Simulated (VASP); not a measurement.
```xyz
8
Lattice="3.1640 0.0000 0.0000 -1.5820 2.7401 0.0000 0.0000 0.0000 10.3582" Properties=species:S:1:pos:R:3 pbc="T T T"
Al     0.0000     0.0000     0.0000
Al     0.0000     0.0000     5.1791
Al     1.5820     0.9134     7.7705
Al     0.0000     1.8267     2.5914
N      0.0000     0.0000     8.4125
N      0.0000     0.0000     3.2334
N      1.5820     0.9134     5.8346
N      0.0000     1.8267     0.6556
```

Calculation: PBE GGA, VASP's PBE PAW potentials (set 64) (plane waves; VASP). Settings: 400 eV cut-off, 12×12×4 Γ-centred mesh, Fermi-Dirac smearing of 0.10 eV, potentials Al N.

At this cut-off the stress carries a Pulay error, which pulls relaxed volumes low.

Question: Give the stress tensor in GPa (positive for a compressed cell).

Answer: 
```
-11.70    0.00    0.00
  0.00  -11.70    0.00
  0.00    0.00  -13.82
```
The pressure is its mean diagonal, -12.41 GPa.

The structure was generated: AlN was put into an ordered model structure, which need not be its known phase. The cell was not relaxed at this level.
